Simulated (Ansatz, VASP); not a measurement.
## TiAl3: VASP beside Ansatz

Wanted: the spread between two codes on one cell, functional and k mesh. The cell is taken from a series of runs on this material, whose earlier steps may have relaxed, scaled, displaced or heated it; both programs get it as it stands.

Calculated with Ansatz 0.2.0; plane waves, with VASP 6.6.1 beside it; zone-centre phonons at PBEsol.

### Step 1. The structure

The structure is tetragonal, space group I4/mmm (No. 139). The conventional cell has a = 3.815 Å, b = 3.815 Å, c = 8.554 Å, α = 90.00°, β = 90.00°, γ = 90.00°. Nearest to Al lie 4 Ti at 2.70 Å and 8 Al at 2.87 Å. Nearest to Al lie 8 Al at 2.70 to 2.87 Å and 4 Ti at 2.87 Å. Ti has 12 Al at 2.70 to 2.87 Å nearest. Farther neighbours are not listed.

### Step 2. Ansatz: zone-centre phonons, PBEsol

Ansatz runs on its PAW soft_1 files.

Second derivatives magnify differences that forces hide, and they need a tight electronic threshold.

input.yaml reads:

```yaml
crystal:
  lattice:
    - [-1.9073656961, 1.9073656961, 4.2771174395]
    - [1.9073656961, -1.9073656961, 4.2771174395]
    - [1.9073656961, 1.9073656961, -4.2771174395]
  atoms:
    - { symbol: Al, position: [0.5, 0.5, 0.0] }
    - { symbol: Al, position: [0.75, 0.25, 0.5] }
    - { symbol: Al, position: [0.25, 0.75, 0.5] }
    - { symbol: Ti, position: [0.0, 0.0, 0.0] }
kpoints:
  mp_grid: { grid: [16, 16, 16] }
hamiltonian:
  xc: pbesol
  pseudopotentials: { kind: paw, azcp: { folder: soft_1 }, xc_functional: pbe }
scf:
  occupations: { method: methfessel_paxton, width: 0.2 }
output:
  eigenvalues: true
phonons:
  method: dfpt
```

Launch:

```console
> ansatz run input.yaml --threads 4 --pin off --max-ram 16384MiB --backend cpu --events-out ev --progress --plain --runs-dir out
```

Numbers of over 12 decimals in the logs are rounded to 6 here.

The log of the run:

```text
zone centre: on kpoints.mp_grid the ground state, and the responses unless they are solved on pairs of k-points, stand on 621 of the mesh's 4096 k-points, reduced under 4 symmetry operations, with k and −k counted as one. Each operation leaves every solved displacement unchanged or reverses it
Engine: ansatz 0.2.0, aarch64-unknown-linux-gnu
Pseudopotentials: kind: paw
Pseudopotential: Al, paw, valence charge 3, recommended cutoff 420 eV (normal), soft_1/Al.paw.azcp
Pseudopotential: Ti, paw, valence charge 12, recommended cutoff 420 eV (normal), soft_1/Ti.paw.azcp
Functional definition: PBEsol
  exchange = pbesol_x
  correlation = pbesol_c
Crystal: 4 atoms, lattice volume = 62.241 Å³
Basis set: ecut = 420 eV, 1203 PW (Γ), exchange–correlation on 72×72×72 points (8 copies of the dense FFT grid, shifted against one another)
Bands: 15, of which v1, the nominal top of the filled ones, is band 11 counted from 1 (10 counted from 0)
Symmetry: 16 space group operations
k-points: 621 of 4096 (irreducible under 4 space group operations, time reversal used)
Non-local potential: Al, projectors of the file, l = 0: 2, l = 1: 2, l = 2: 1
Non-local potential: Ti, projectors of the file, l = 0: 3, l = 1: 2, l = 2: 3, l = 3: 1
PAW form: soft (Blöchl's): semilocal exchange-correlation on the pseudo side does not see the compensation charge
PAW frozen core: Al, regenerated for the run's functional, and the local potential with it (the file was generated under x = pbe(κ = 0.804, μ = 0.219515), c = pbe(β = 0.066725))
PAW frozen core: Ti, regenerated for the run's functional, and the local potential with it (the file was generated under x = pbe(κ = 0.804, μ = 0.219515), c = pbe(β = 0.066725))
PAW one-centre angular grid: Al, 110 points (default); XC on 64 Gauss nodes
PAW one-centre angular grid: Ti, 590 points (default); XC on 64 Gauss nodes
Initial density: superposition of atomic densities (chi_scale 0.1, normalization cell, long waves kept (reshape's long-wave potential 0.00 eV rms))
Initial wavefunctions: pseudopotential atomic-orbital guess
Functional: x = pbesol(κ = 0.804, μ = 0.123457), c = pbesol(β = 0.046)
SCF iter   1: F=—  HF=-4049.518944 eV  |F-HF|=—  |Δ(HF+E_count)|=         —  Δρ=3.07e-2  dr2=6.72e-1  ethr=3.10e-3  ⟨swp⟩=5.1  Hψ=47247  notcnv=0
preconditioner: auto → Kerker (q_TF=auto, 2.276 Å⁻¹)  [metal: Δε(μ)=0.003 eV  Ē_g=5.603 eV  σ=0.200 eV  W_gap=0.01  n_scr=10 (ndim 8)  ℏωp=17.0 eV  f_vac=0.000  D(μ)=1.62/eV (n_scr^D=10)]
SCF iter   2: F=—  HF=-4049.318631 eV  |F-HF|=—  |Δ(HF+E_count)|=   2.00e-1  S|Δr|=    0.00e0  Δρ=1.90e-2  dr2=2.95e-1  ethr=3.10e-3  ⟨swp⟩=2.0  Hψ=16675  notcnv=0
SCF iter   3: F=—  HF=-4049.165447 eV  |F-HF|=—  |Δ(HF+E_count)|=   1.53e-1  S|Δr|=    0.00e0  Δρ=2.24e-3  dr2=3.49e-3  ethr=1.40e-3  ⟨swp⟩=2.8  Hψ=15559  notcnv=0
SCF iter   4: F=—  HF=-4049.163820 eV  |F-HF|=—  |Δ(HF+E_count)|=   1.63e-3  S|Δr|=    0.00e0  Δρ=5.21e-4  dr2=1.32e-4  ethr=1.66e-5  ⟨swp⟩=2.8  Hψ=15297  notcnv=0
SCF iter   5: F=—  HF=-4049.163775 eV  |F-HF|=—  |Δ(HF+E_count)|=   4.48e-5  S|Δr|=    0.00e0  Δρ=8.64e-5  dr2=7.02e-6  ethr=6.30e-7  ⟨swp⟩=2.0  Hψ=13280  notcnv=0
SCF iter   6: F=—  HF=-4049.163776 eV  |F-HF|=—  |Δ(HF+E_count)|=   7.82e-7  S|Δr|=    0.00e0  Δρ=1.69e-5  dr2=1.85e-7  ethr=3.34e-8  ⟨swp⟩=2.1  Hψ=11072  notcnv=0
SCF iter   7: F=—  HF=-4049.163775 eV  |F-HF|=—  |Δ(HF+E_count)|=   6.04e-7  S|Δr|=    0.00e0  Δρ=2.95e-6  dr2=4.87e-9  ethr=8.79e-10  ⟨swp⟩=2.4  Hψ=12595  notcnv=0
SCF iter   8: F=—  HF=-4049.163775 eV  |F-HF|=—  |Δ(HF+E_count)|=   1.35e-9  S|Δr|=    0.00e0  Δρ=7.56e-7  dr2=4.23e-10  ethr=2.32e-11  ⟨swp⟩=2.8  Hψ=15993  notcnv=0
SCF iter   9: F=-4049.163775 eV  HF=-4049.163775 eV  |F-HF|=2.73e-12  |Δ(HF+E_count)|=  7.73e-11  S|Δr|=    0.00e0  Δρ=1.23e-7  dr2=6.47e-12  ethr=1.00e-12  ⟨swp⟩=4.0  Hψ=38680  notcnv=0
the search or the solves at the SCF's close seem to have found levels that the self-consistency loop had missed (the run counts 2). By its estimate they hold under 1e-12 electrons; where the run keeps them, the occupations were computed again with them
SCF 1 converged in 9 iterations: F = -4049.163775 eV  dr2 = 6.47e-12
  greatest PAW one-centre occupation: 0.998 electrons in one spin orbital (limit 2), on the Ti atom at site 3 (counted from 0), in its partial waves of l = 0
DFPT response loops at Γ: preconditioner auto → Kerker (q_TF=auto, 2.276 Å⁻¹) (partly filled bands, converged f_vac=0.000); β = 1.00, the filter's whole step (`scf.mixing.beta` (0.50) is not read by the response loops under this deck's `scf.mixing.preconditioner`; to damp them name `kerker` or `kerker_dos`, under which they read `scf.mixing.beta`, and type it under 1.00, their step now; both keys bind the ground state too); Broyden in place of MSR1
SCF converged after 9 iterations
Stability not checked: this state was not tested for a lower state beside it, because cold or Methfessel-Paxton smearing, or corrected tetrahedra, fill the levels in a way that the test cannot read (fill_not_monotonic; see scf.lower_state_search)
Free energy (F): -4049.163775 eV
Harris-Foulkes:  -4049.163775 eV  (|F-HF|=2.73e-12)
Internal energy: -4049.164847 eV  (E = F + TS)
E sigma→0 (E₀):  -4049.164043 eV
Entropy (-TS):   0.001072 eV (0.268 meV/atom)
Fermi energy:    9.644960 eV
Step filling:    the computed levels leave a gap of 0.0075 eV = 0.0 smearing widths at the electron count; against every level under it full and every level over it empty, smearing changes F+E_penalty+E_count by +0.263 meV and its σ→0 estimate by -5.32e-3 meV
--- Per-component energies (eV) ---
  E_band       = -149.875728
  E_kinetic    = 351.481983
  E_local      = -1244.835559  (includes V_loc(G=0)·N_el)
  E_nonlocal   = 93.910494
  E_hartree    = 534.500923
  E_xc         = -229.084263
  E_vxc        = -235.102300  (∫ρ·V_xc dr)
  E_paw        = -2388.158106  (= ΣΔE_a)
  E_vpaw       = -184.332093  (= ΣTr[D̂ρ^β])
  E_aug_tail   = -0.000086  (compensation charges beyond the density's cutoff)
  E_ewald      = -1167.177035
  E_core_change = 0.196802  (= ΣΔE_core)
  E_smearing   = 0.001072  (= −TS)
  E_closure    = 0.000000  (closes the sum)
  Σ components = -4049.163775   (vs F -4049.163775, Δ=0.00e0)
--- Band table (eV; the first three rows and the last of 621) ---
  k-point 0: bands = [... 7 lower, 8.2116, 8.4165, 8.4165, 10.4964, 11.4156, 11.4156, 11.8727, 12.1659]
  k-point 1: bands = [... 7 lower, 8.1241, 8.1626, 8.4152, 10.1122, 11.5044, 11.5410, 11.7360, 12.3996]
  k-point 2: bands = [... 7 lower, 7.5936, 7.9085, 8.4099, 9.3431, 11.5726, 11.6953, 11.6974, 12.7341]
  k-point 620: bands = [... 7 lower, 8.7428, 8.7428, 9.3981, 10.3552, 10.3552, 10.6176, 12.7187, 14.4778]
--- Phonons (Γ-DFPT): 6 representative perturbations + reference, on 621 of 4096 k-points (Σ response iterations 18) ---
  k mesh reduced under 4 symmetry operations, with k and −k counted as one. Each operation leaves every solved displacement unchanged or reverses it
  ASR residual: 2.878e-5 → 0.000e0 eV/Å²; symmetrization residual: 3.811e-6 eV/Å²
  ASR residual per site (eV/Å²): 2.34e-5 1.22e-5 1.22e-5 2.88e-5
  Γ frequencies (cm⁻¹): 0.00 0.00 0.00 203.70 227.40 227.40 259.12 328.79 342.87 342.87 350.99 350.99
  non-analytic LO–TO correction: not included (Born effective charges unavailable; polar crystals: no LO–TO splitting at Γ)
```

The column dr2 measures how far the density is from self-consistency, as an energy; F and HF (Harris–Foulkes) agree once it is small.

### Step 3. VASP: zone-centre phonons, PBEsol

The same cell, functional, mesh and smearing now go to VASP, with its own data sets.

Lines of VASP's logs that name or quote its potential files are left out, and so is its time.

INCAR reads:

```
SYSTEM = TiAl3
PREC = Accurate
ENCUT = 500
EDIFF = 1E-08
NELM = 120
ISMEAR = 1
SIGMA = 0.2
LREAL = .FALSE.
ALGO = Normal
GGA = PS
NBANDS = 16
LASPH = .TRUE.
LORBIT = 11
LWAVE = .FALSE.
LCHARG = .FALSE.
ISIF = 2
IBRION = 8
GGA_COMPAT = .FALSE.
KPAR = 2
```

POSCAR reads:

```
TiAl3
1.0
   -1.9073656961      1.9073656961      4.2771174395
    1.9073656961     -1.9073656961      4.2771174395
    1.9073656961      1.9073656961     -4.2771174395
Al Ti
3 1
Direct
    0.5000000000      0.5000000000      0.0000000000
    0.7500000000      0.2500000000      0.5000000000
    0.2500000000      0.7500000000      0.5000000000
    0.0000000000      0.0000000000      0.0000000000
```

KPOINTS reads:

```
Automatic mesh
0
Gamma
16 16 16
0 0 0
```

The projector-augmented-wave data sets are Al and Ti_sv (PBE family, release 64).

Launch:

```console
> mpirun -np 2 vasp_std
```

The log of the run:

```text
[banner, memory and clock lines left out]
running    2 mpi-ranks, on    1 nodes
 distrk:  each k-point on    1 cores,    2 groups
 distr:  one band on    1 cores,    1 groups

 POSCAR found type information on POSCAR AlTi
 POSCAR found :  2 types and       4 ions
|                                                                             |
|               ----> ADVICE to this user running VASP <----                  |
|                                                                             |
|     You enforced a specific xc type in the INCAR file but a different       |
|     [... a line on the potential file left out ...]
|     I HOPE YOU KNOW WHAT YOU ARE DOING!                                     |
|                                                                             |

 LDA part: xc-table for (Slater+PW92), standard interpolation
 POSCAR, INCAR and KPOINTS ok, starting setup
 FFT: planning ... GRIDC
 FFT: planning ... GRID_SOFT
 FFT: planning ... GRID
 WAVECAR not read
 entering main loop
       N       E                     dE             d eps       ncg     rms          rms(c)
DAV:   1     0.113836392885E+03    0.11384E+03   -0.91536E+03 11168   0.118E+03
DAV:   2    -0.158625146132E+02   -0.12970E+03   -0.12770E+03 11520   0.306E+02
DAV:   3    -0.241551864463E+02   -0.82927E+01   -0.81438E+01 19056   0.687E+01
DAV:   4    -0.243221145124E+02   -0.16693E+00   -0.16678E+00 12808   0.987E+00
DAV:   5    -0.243285689285E+02   -0.64544E-02   -0.64542E-02 18560   0.183E+00    0.114E+01
DAV:   6    -0.229949312840E+02    0.13336E+01   -0.28179E+01 16800   0.395E+01    0.662E+00
DAV:   7    -0.223103434323E+02    0.68459E+00   -0.86958E+00 14536   0.216E+01    0.311E+00
DAV:   8    -0.222747141485E+02    0.35629E-01   -0.13475E+00 14240   0.926E+00    0.170E+00
DAV:   9    -0.222280583120E+02    0.46656E-01   -0.42079E-01 15088   0.504E+00    0.236E-01
DAV:  10    -0.222297818299E+02   -0.17235E-02   -0.94276E-03 14016   0.741E-01    0.313E-01
DAV:  11    -0.222278626680E+02    0.19192E-02   -0.89467E-03 16416   0.650E-01    0.674E-02
DAV:  12    -0.222278270088E+02    0.35659E-04   -0.39265E-04 15200   0.149E-01    0.362E-02
DAV:  13    -0.222278274629E+02   -0.45409E-06   -0.59158E-06 12312   0.198E-02    0.360E-02
DAV:  14    -0.222278319602E+02   -0.44973E-05   -0.91292E-06 15128   0.197E-02    0.324E-02
DAV:  15    -0.222278282327E+02    0.37275E-05   -0.15306E-05 14160   0.409E-02    0.342E-02
DAV:  16    -0.222278259671E+02    0.22656E-05   -0.58388E-06 14976   0.169E-02    0.211E-02
DAV:  17    -0.222278253699E+02    0.59725E-06   -0.14241E-06 13784   0.924E-03    0.945E-03
DAV:  18    -0.222278252100E+02    0.15991E-06   -0.22428E-07 14264   0.387E-03    0.473E-03
DAV:  19    -0.222278251403E+02    0.69630E-07   -0.36810E-08 12920   0.163E-03    0.295E-03
DAV:  20    -0.222278250806E+02    0.59699E-07   -0.76655E-08 14032   0.216E-03    0.342E-04
DAV:  21    -0.222278250718E+02    0.87855E-08   -0.16359E-09  6448   0.356E-04
   1 F= -.22227825E+02 E0= -.22228184E+02  d E =0.107541E-02
 Linear response reoptimize wavefunctions to high precision
DAV:   1    -0.222278250687E+02    0.31205E-08   -0.32335E-10  7136   0.180E-04
DAV:   2    -0.222278250687E+02   -0.13870E-10   -0.70295E-11  6312   0.819E-05
 Linear response DOF=           6
 Linear response progress:
  Degree of freedom:   1/  6
       N       E                     dE             d eps       ncg     rms          rms(c)
RMM:   1    -0.882282703562E-02   -0.88228E-02    0.26759E-03 36620   0.130E+00
RMM:   2    -0.732961828357E-02    0.14932E-02   -0.17928E-03 40509   0.249E-01    0.454E-02
RMM:   3    -0.737084710213E-02   -0.41229E-04   -0.35415E-04 44133   0.107E-01    0.248E-02
RMM:   4    -0.747908048940E-02   -0.10823E-03   -0.10252E-04 43805   0.531E-02    0.738E-03
RMM:   5    -0.748929801741E-02   -0.10218E-04   -0.11909E-05 47737   0.194E-02    0.350E-03
RMM:   6    -0.749748583478E-02   -0.81878E-05   -0.19403E-06 50132   0.778E-03    0.811E-04
RMM:   7    -0.749849544024E-02   -0.10096E-05   -0.28740E-07 48510   0.301E-03    0.400E-04
RMM:   8    -0.749861339018E-02   -0.11795E-06   -0.10935E-07 47286   0.159E-03    0.169E-04
RMM:   9    -0.749865571049E-02   -0.42320E-07   -0.30898E-08 52587   0.561E-04    0.128E-04
RMM:  10    -0.749872427697E-02   -0.68566E-07   -0.15804E-08 47155   0.314E-04    0.267E-05
RMM:  11    -0.749868199933E-02    0.42278E-07   -0.82867E-09 50999   0.140E-04    0.886E-06
RMM:  12    -0.749868831060E-02   -0.63113E-08   -0.29267E-09 52983   0.587E-05    0.316E-06
 first order change of Fermi-energy   0.16293E-03
 force on displaced ion       1 direction 1 :  -8.635  -0.000  -0.000
 Linear response progress:
  Degree of freedom:   2/  6
       N       E                     dE             d eps       ncg     rms          rms(c)
RMM:   1    -0.106083888978E-01   -0.10608E-01    0.76549E-03 26460   0.701E-01
RMM:   2    -0.817927680630E-02    0.24291E-02   -0.15413E-03 24293   0.196E-01    0.455E-02
RMM:   3    -0.812561308158E-02    0.53664E-04   -0.48655E-04 24181   0.935E-02    0.210E-02
RMM:   4    -0.816125091316E-02   -0.35638E-04   -0.13283E-04 24455   0.459E-02    0.751E-03
RMM:   5    -0.815330651835E-02    0.79444E-05   -0.14284E-05 25289   0.176E-02    0.234E-03
RMM:   6    -0.815552286887E-02   -0.22164E-05   -0.32137E-06 26940   0.700E-03    0.670E-04
[...]
RMM:   9    -0.731343645647E-02   -0.22572E-06    0.24695E-08 91683   0.435E-04    0.515E-05
RMM:  10    -0.731342300632E-02    0.13450E-07    0.20604E-09 90112   0.212E-04    0.107E-05
RMM:  11    -0.731347469706E-02   -0.51691E-07    0.46018E-08 91875   0.110E-04    0.802E-06
RMM:  12    -0.731346245905E-02    0.12238E-07    0.13984E-08 91777   0.587E-05    0.347E-06
RMM:  13    -0.731345470090E-02    0.77581E-08    0.18074E-08 91988   0.337E-05    0.145E-06
 first order change of Fermi-energy   0.32628E-05
 force on displaced ion       2 direction 1 :  -7.369  -0.000  -0.000
 Linear response progress:
  Degree of freedom:   4/  6
       N       E                     dE             d eps       ncg     rms          rms(c)
RMM:   1    -0.111482390638E-01   -0.11148E-01    0.44490E-03 42058   0.119E+00
RMM:   2    -0.858143266684E-02    0.25668E-02   -0.17750E-03 43411   0.259E-01    0.565E-02
RMM:   3    -0.853389136537E-02    0.47541E-04   -0.53444E-04 43233   0.125E-01    0.274E-02
RMM:   4    -0.861112237322E-02   -0.77231E-04   -0.16439E-04 45189   0.637E-02    0.964E-03
RMM:   5    -0.861464057208E-02   -0.35182E-05   -0.18073E-05 47629   0.246E-02    0.343E-03
RMM:   6    -0.862365476326E-02   -0.90142E-05   -0.35788E-06 50621   0.107E-02    0.113E-03
RMM:   7    -0.862308224082E-02    0.57252E-06   -0.66476E-07 49675   0.413E-03    0.549E-04
RMM:   8    -0.862272114874E-02    0.36109E-06   -0.18635E-07 48825   0.187E-03    0.244E-04
RMM:   9    -0.862300460941E-02   -0.28346E-06   -0.43409E-08 51140   0.755E-04    0.109E-04
RMM:  10    -0.862306552260E-02   -0.60913E-07   -0.12501E-08 50346   0.336E-04    0.292E-05
RMM:  11    -0.862306661349E-02   -0.10909E-08   -0.46501E-09 52460   0.151E-04    0.681E-06
 first order change of Fermi-energy  -0.29095E-03
 force on displaced ion       2 direction 3 :  -0.000   0.000  -6.481
 Linear response progress:
  Degree of freedom:   5/  6
       N       E                     dE             d eps       ncg     rms          rms(c)
RMM:   1    -0.797861909352E+00   -0.79786E+00    0.76603E+00 20037   0.143E+02
RMM:   2    -0.702334382947E+00    0.95528E-01   -0.53538E-01 34551   0.587E+00    0.171E-01
RMM:   3    -0.700735367550E+00    0.15990E-02   -0.26706E-02 39781   0.129E+00    0.801E-02
RMM:   4    -0.701523178997E+00   -0.78781E-03   -0.19002E-02 46995   0.575E-01    0.372E-02
RMM:   5    -0.703037470338E+00   -0.15143E-02   -0.89094E-04 45739   0.164E-01    0.138E-02
RMM:   6    -0.703366586851E+00   -0.32912E-03   -0.24543E-04 48433   0.698E-02    0.371E-03
RMM:   7    -0.703302321463E+00    0.64265E-04   -0.39939E-05 49647   0.253E-02    0.305E-03
RMM:   8    -0.703379743458E+00   -0.77422E-04   -0.15894E-05 48216   0.120E-02    0.108E-03
RMM:   9    -0.703413983358E+00   -0.34240E-04   -0.67920E-06 50070   0.590E-03    0.187E-04
RMM:  10    -0.703406708017E+00    0.72753E-05   -0.50879E-06 52096   0.324E-03    0.145E-04
RMM:  11    -0.703410585518E+00   -0.38775E-05   -0.35839E-06 50590   0.194E-03    0.528E-05
RMM:  12    -0.703412923337E+00   -0.23378E-05   -0.29350E-06 51932   0.141E-03    0.112E-05
RMM:  13    -0.703413449828E+00   -0.52649E-06   -0.23109E-06 51257   0.108E-03    0.993E-06
RMM:  14    -0.703413837633E+00   -0.38781E-06   -0.18779E-06 48204   0.892E-04    0.758E-06
[...]
RMM:  18    -0.703413764814E+00   -0.13856E-06   -0.85071E-07 43951   0.492E-04    0.984E-06
RMM:  19    -0.703413909492E+00   -0.14468E-06   -0.71223E-07 42233   0.438E-04    0.750E-06
RMM:  20    -0.703413924422E+00   -0.14930E-07   -0.58500E-07 46356   0.382E-04    0.879E-06
RMM:  21    -0.703413930971E+00   -0.65491E-08   -0.50204E-07 39828   0.339E-04    0.115E-05
RMM:  22    -0.703413997277E+00   -0.66305E-07   -0.43021E-07 41396   0.306E-04    0.105E-05
RMM:  23    -0.703414005631E+00   -0.83546E-08   -0.37051E-07 36716   0.268E-04    0.118E-05
RMM:  24    -0.703414012213E+00   -0.65820E-08   -0.31128E-07 24801   0.239E-04    0.130E-05
RMM:  25    -0.703414053817E+00   -0.41604E-07   -0.26940E-07 44823   0.218E-04    0.122E-05
 first order change of Fermi-energy  -0.25703E-03
 force on displaced ion       4 direction 1 : -10.242   0.000   0.000
 Linear response progress:
  Degree of freedom:   6/  6
       N       E                     dE             d eps       ncg     rms          rms(c)
RMM:   1    -0.743972485966E+00   -0.74397E+00    0.17619E+01 11340   0.148E+02
RMM:   2    -0.649595463837E+00    0.94377E-01   -0.58915E-01 18997   0.595E+00    0.178E-01
RMM:   3    -0.648060364304E+00    0.15351E-02   -0.28246E-02 22116   0.131E+00    0.792E-02
RMM:   4    -0.648629059564E+00   -0.56870E-03   -0.19156E-02 25670   0.574E-01    0.330E-02
RMM:   5    -0.649771250453E+00   -0.11422E-02   -0.71103E-04 25409   0.152E-01    0.139E-02
RMM:   6    -0.650184576416E+00   -0.41333E-03   -0.24011E-04 26386   0.672E-02    0.399E-03
RMM:   7    -0.650241506524E+00   -0.56930E-04   -0.37619E-05 27738   0.233E-02    0.214E-03
RMM:   8    -0.650293660037E+00   -0.52154E-04   -0.17418E-05 26113   0.112E-02    0.826E-04
RMM:   9    -0.650319028289E+00   -0.25368E-04   -0.98756E-06 27460   0.555E-03    0.344E-04
RMM:  10    -0.650308292097E+00    0.10736E-04   -0.78668E-06 27592   0.328E-03    0.690E-05
RMM:  11    -0.650309482632E+00   -0.11905E-05   -0.68605E-06 28291   0.210E-03    0.459E-05
RMM:  12    -0.650310881471E+00   -0.13988E-05   -0.57160E-06 26309   0.163E-03    0.148E-05
RMM:  13    -0.650311245467E+00   -0.36400E-06   -0.51906E-06 27614   0.133E-03    0.919E-06
RMM:  14    -0.650311311163E+00   -0.65695E-07   -0.45689E-06 29325   0.114E-03    0.155E-05
RMM:  15    -0.650310991834E+00    0.31933E-06   -0.40637E-06 24730   0.101E-03    0.280E-05
RMM:  16    -0.650311012975E+00   -0.21141E-07   -0.36434E-06 28451   0.902E-04    0.345E-05
RMM:  17    -0.650311048906E+00   -0.35931E-07   -0.32261E-06 26723   0.813E-04    0.392E-05
RMM:  18    -0.650311140776E+00   -0.91870E-07   -0.28629E-06 23421   0.742E-04    0.427E-05
RMM:  19    -0.650311158590E+00   -0.17814E-07   -0.26186E-06 20679   0.681E-04    0.466E-05
RMM:  20    -0.650311172043E+00   -0.13453E-07   -0.23139E-06 20145   0.628E-04    0.497E-05
RMM:  21    -0.650311215153E+00   -0.43110E-07   -0.22246E-06 17486   0.582E-04    0.530E-05
RMM:  22    -0.650311300013E+00   -0.84860E-07   -0.19573E-06 23094   0.543E-04    0.548E-05
 first order change of Fermi-energy   0.34218E-03
 force on displaced ion       4 direction 3 :  -0.000  -0.000  -7.868
 Linear response finished
```

(Part 1 of 2 ends here.)

[Lines on the potential files, build, host, timing and source positions are cut from VASP's logs without a mark.]

[Logs are printed without paths, hosts, clocks, repeated set-up lines and the standing remarks that a program may print on its own settings, such as how far it seeks lower states.]

[Hosts, paths, dates, database ids (printed as entryN), source tags and the programs' standing remarks are cut or masked in the printed files.]
